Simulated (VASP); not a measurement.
Calculation: PBEsol GGA, VASP's PBE PAW potentials (set 64) (plane waves; VASP 6.6.1).

The input files of a VASP run:

**POSCAR**
```
Y
1.0
  3.6041357921   0.0000000000   0.0000000000
 -1.8020678961   3.1212734203   0.0000000000
  0.0000000000   0.0000000000   5.5481516529
Y
2
direct
  0.6666670000   0.3333330000   0.7500000000
  0.3333330000   0.6666670000   0.2500000000
```

**INCAR**
```
! general
SYSTEM  = Y
PREC    = Accurate
ENCUT   = 480
LREAL   = .False.
LASPH   = .True.

! electronic loop
EDIFF   = 1E-6
NELM    = 100
ALGO    = Normal
LMAXMIX = 4

! smearing
ISMEAR  = 1
SIGMA   = 0.1

! functional
GGA     = PS

! ions
IBRION  = 2
NSW     = 60
ISIF    = 3
EDIFFG  = -0.01

! output
LWAVE   = .False.
LCHARG  = .False.
```

### KPOINTS
```
K-points
0
G
11 11 6
```

POTCAR, in this order: Y_sv (PBE.64 set). Program: vasp_std.

Estimate the energy per atom (σ→0), volume per atom, band gap (on the k-mesh).

```json
{
 "energy per atom (σ→0)": "-6.824 eV/atom",
 "band gap (on the k-mesh)": "none (metal, semimetal or under 0.01 eV)",
 "volume_per_atom": "31.14 Å³/atom"
}
```

**OSZICAR**
```
...
DAV:   2    -0.136458104203E+02    0.76785E-03   -0.20969E-03  2533   0.327E-01    0.101E-01
DAV:   3    -0.136456312366E+02    0.17918E-03   -0.16694E-03  3104   0.219E-01    0.597E-02
DAV:   4    -0.136456664202E+02   -0.35184E-04   -0.11486E-04  2407   0.696E-02    0.298E-02
DAV:   5    -0.136457053083E+02   -0.38888E-04   -0.10756E-04  3422   0.440E-02    0.161E-02
DAV:   6    -0.136457036795E+02    0.16289E-05   -0.33436E-06  1853   0.985E-03    0.739E-03
DAV:   7    -0.136457050758E+02   -0.13964E-05   -0.76613E-07  1079   0.827E-03    0.226E-03
DAV:   8    -0.136457052374E+02   -0.16161E-06   -0.11429E-07  1002   0.261E-03
   2 F= -.13645705E+02 E0= -.13647207E+02  d E =-.253532E-04
```

The compound is Y in the hcp structure. This run relaxes it. Symmetry was kept, so distortions that lower it aren't found. The start is the result of an earlier pass.
